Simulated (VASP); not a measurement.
VASP ran on this input.

**INCAR**
```
SYSTEM = Er
PREC = Accurate
ENCUT = 400
EDIFF = 1E-6
NELM = 5
ALGO = Normal
LREAL = .FALSE.
LASPH = .TRUE.
ISMEAR = 1
SIGMA = 0.1
GGA = PE
LMAXMIX = 6
LWAVE = .FALSE.
LCHARG = .FALSE.
ISIF = 2
```

POSCAR:
```
Er
1
    1.8156000000    -3.1447110000     0.0000000000
    1.8156000000     3.1447110000     0.0000000000
    0.0000000000     0.0000000000     5.7018000000
Er
2
Direct
  0.3333330000   0.6666670000   0.2500000000
  0.6666670000   0.3333330000   0.7500000000
```

### KPOINTS
```
Automatic mesh
0
Gamma
9 9 5
0 0 0
```

POTCAR, in this order: Er_3 (PBE.64 set). Program: vasp_std.

The run wrote:

File standard output:
```
 POSCAR found type information on POSCAR Er
 POSCAR found :  1 types and       2 ions
 Reading from existing POTCAR
 Reading from existing POTCAR
 LDA part: xc-table for (Slater+PW92), standard interpolation
 POSCAR, INCAR and KPOINTS ok, starting setup
 WAVECAR not read
 entering main loop
       N       E                     dE             d eps       ncg     rms          rms(c)
DAV:   1     0.377716035232E+02    0.37772E+02   -0.78385E+03  1633   0.115E+03
DAV:   2    -0.657893641976E+01   -0.44351E+02   -0.43173E+02  1574   0.472E+02
DAV:   3    -0.886251093122E+01   -0.22836E+01   -0.21888E+01  1710   0.516E+01
DAV:   4    -0.896756671775E+01   -0.10506E+00   -0.10199E+00  1671   0.100E+01
DAV:   5    -0.897267914328E+01   -0.51124E-02   -0.50619E-02  1635   0.212E+00

 -----------------------------------------------------------------------------
|                                                                             |
|           W    W    AA    RRRRR   N    N  II  N    N   GGGG   !!!           |
|           W    W   A  A   R    R  NN   N  II  NN   N  G    G  !!!           |
|           W    W  A    A  R    R  N N  N  II  N N  N  G       !!!           |
|           W WW W  AAAAAA  RRRRR   N  N N  II  N  N N  G  GGG   !            |
|           WW  WW  A    A  R   R   N   NN  II  N   NN  G    G                |
|           W    W  A    A  R    R  N    N  II  N    N   GGGG   !!!           |
|                                                                             |
|     The electronic self-consistency was not achieved in the given           |
|     number of steps (NELM). The forces and other quantities evaluated       |
|     might not be reliable so examine the results carefully. If you find     |
|     spurious results, we suggest increasing NELM, if you were close to      |
|     convergence or switching to a different ALGO or adjusting the           |
|     density mixing parameters otherwise.                                    |
|                                                                             |
 -----------------------------------------------------------------------------

   1 F= -.89726791E+01 E0= -.89723334E+01  d E =-.103733E-02
```

**OUTCAR**
```
------------------------ aborting loop EDIFF was not reached (unconverged)  ----------------------------
  FORCE on cell =-STRESS in cart. coord.  units (eV):
  Direction    XX          YY          ZZ          XY          YZ          ZX
  --------------------------------------------------------------------------------------
  Total       -3.6088575     -3.6088565     -4.1344848     -0.0000000      0.0000000      0.0000000
  in kB      -88.8050013    -88.8049761   -101.7393808     -0.0000000      0.0000000      0.0000000
  external PRESSURE =     -93.1164527 kB  Pullay stress =       0.0000000 kB
  volume of cell :       65.11
      direct lattice vectors                 reciprocal lattice vectors
     1.815600000 -3.144711000  0.000000000     0.275391055 -0.158997122  0.000000000
     1.815600000  3.144711000  0.000000000     0.275391055  0.158997122  0.000000000
     0.000000000  0.000000000  5.701800000     0.000000000  0.000000000  0.175383212
 POSITION                                       TOTAL-FORCE (eV/Angst)
 -----------------------------------------------------------------------------------
      1.81560      1.04824      1.42545        -0.000000     -0.000000      0.000000
      1.81560     -1.04824      4.27635         0.000000      0.000000      0.000000
 -----------------------------------------------------------------------------------
    total drift:                                0.000003      0.000042     -0.000005
  FREE ENERGIE OF THE ION-ELECTRON SYSTEM (eV)
  ---------------------------------------------------
  free  energy   TOTEN  =        -8.9726791433 eV

  energy  without entropy=       -8.9716418103  energy(sigma->0) =       -8.97233337
```
(Selected blocks of OUTCAR.)

Q: Read the log: what went wrong, and how is it fixed?

A: The cause: NELM is too small, so the electronic loop ends before EDIFF is met. Convergence was not reached. Against the sound run, the energy per atom (σ→0) falls by 0.003 eV/atom; the pressure decreases by 7.15 GPa. To mend it, set NELM = 100.

The mended run (PBE GGA, plane waves, VASP's PBE PAW potentials (set 64)) converges, and its OSZICAR ends with
```
   1 F= -.89670071E+01 E0= -.89667965E+01  d E =-.631840E-03
```

The compound is Er in the hcp structure. The cell was not relaxed at this level. The 4f electrons are frozen in the core of the lanthanide potential, so 4f levels, which can set the real gap, and their magnetism are missing.
